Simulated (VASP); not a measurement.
Wanted: the native input for a VASP 6.6.1 run.

```yaml
Task: vibrations by finite differences
Functional: PBE
Dispersion: D3(BJ)
Potentials_or_basis: VASP PAW PBE potentials, release 64 (C_h)
Cutoff: 900 eV
k_mesh: 15 × 15 × 4
Occupations: gaussian, width 0.02 eV
Spin: no spin polarisation
Further_INCAR_settings: ALGO = Fast; EDIFF = 1e-08; IBRION = 6; POTIM = 0.015; NSW = 1
```

The structure of C lies in POSCAR:

```
C                                       
1.0
    2.4641903581     -0.0000000000      0.0000000000
   -1.2320951790      2.1340514501     -0.0000000000
   -0.0000000000     -0.0000000000      6.6760056133
  C             
     4
Direct
     0.0000000000000000    0.0000000000000000    0.2500000000000000
     0.0000000000000000    0.0000000000000000    0.7500000000000000
     0.3333333300000021    0.6666666699999979    0.2500000000000000
     0.6666666699999979    0.3333333300000021    0.7500000000000000
```

One way to write it, as run:

INCAR

```
SYSTEM = C
ALGO = Fast
EDIFF = 1E-8
ENCUT = 900
GGA = PE
IBRION = 6
ISIF = 2
ISMEAR = 0
IVDW = 12
KPAR = 4
LASPH = .TRUE.
LCHARG = .FALSE.
LREAL = .FALSE.
LWAVE = .FALSE.
NELM = 80
NFREE = 2
NSW = 1
POTIM = 0.015
PREC = Accurate
SIGMA = 0.02
```

KPOINTS

```
k-points
0
G
  15 15 4
  0 0 0
```

Potentials or basis: VASP PAW PBE potentials, release 64 (C_h).

The run is started by

```console
$ cat potpaw_PBE.64/C_h/POTCAR > POTCAR
$ mpirun -np 4 vasp_std > vasp.out
```

Results of the run:

```json
{
  "Highest phonon frequency at Γ": "1540 cm⁻¹",
  "Most unstable mode": "28i cm⁻¹",
  "Dispersion energy per atom": "-0.157 eV"
}
```

Caveat: some modes are imaginary.

It took 3.2 min on 4 MPI ranks on Intel(R) Xeon(R) Platinum 8488C (Sapphire Rapids), with other jobs on the host, peak memory 0.55 GiB a rank.
